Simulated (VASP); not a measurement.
A VASP calculation is set up with these files.

INCAR:
```
AGGAC  =  0.0
ALGO  =  Normal
EDIFF  =  1E-6
EDIFFG  =  -0.01
ENCUT  =  520
GGA  =  ML
IBRION  =  2
ISIF  =  3
ISMEAR  =  1
LASPH  =  .TRUE.
LCHARG  =  .FALSE.
LMAXMIX  =  4
LREAL  =  .FALSE.
LUSE_VDW  =  .TRUE.
LWAVE  =  .FALSE.
NELM  =  100
NSW  =  60
PREC  =  Accurate
SIGMA  =  0.1
SYSTEM  =  V
ZAB_VDW  =  -1.8867
```

### KPOINTS
```
Automatic
0
G
 15 15 15
```

**POSCAR**
```
V
1
   -1.5150000000     1.5150000000     1.5150000000
    1.5150000000    -1.5150000000     1.5150000000
    1.5150000000     1.5150000000    -1.5150000000
V
1
Direct
  0.0000000000   0.0000000000   0.0000000000
```

POTCAR, in this order: V_sv (PBE.64 set). Program: vasp_std.

**Question.** Write an equivalent input for Quantum ESPRESSO's pw.x.

**Answer.** One equivalent input (not run):
```
&CONTROL
  calculation = 'vc-relax'
  pseudo_dir = './pseudo'
  outdir = './out'
  tprnfor = .true.
  tstress = .true.
  nstep = 60
  forc_conv_thr = 0.00039
/
&SYSTEM
  ibrav = 0
  nat = 1
  ntyp = 1
  ecutwfc = 84
  occupations = 'smearing'
  smearing = 'methfessel-paxton'
  degauss = 0.00735
  input_dft = 'vdw-df2'
/
&ELECTRONS
  conv_thr = 7.3e-08
  electron_maxstep = 100
/
&IONS
/
&CELL
/
ATOMIC_SPECIES
  V 50.941 V.upf
CELL_PARAMETERS angstrom
    -1.5150000    1.5150000    1.5150000
     1.5150000   -1.5150000    1.5150000
     1.5150000    1.5150000   -1.5150000
ATOMIC_POSITIONS crystal
  V    0.0000000  0.0000000  0.0000000
K_POINTS automatic
  15 15 15 0 0 0
```
What does not carry over: the potentials are each code's own (VASP's PAW set, PseudoDojo norm-conserving files in pw.x), so ENCUT and ecutwfc are chosen apart and not converted; conv_thr bounds pw.x's estimated SCF error, while EDIFF bounds the energy change between steps; forc_conv_thr acts on force components and is met together with etot_conv_thr.

The compound is V in the bcc structure. This run relaxes it. Symmetry was kept, so distortions that lower it aren't found.
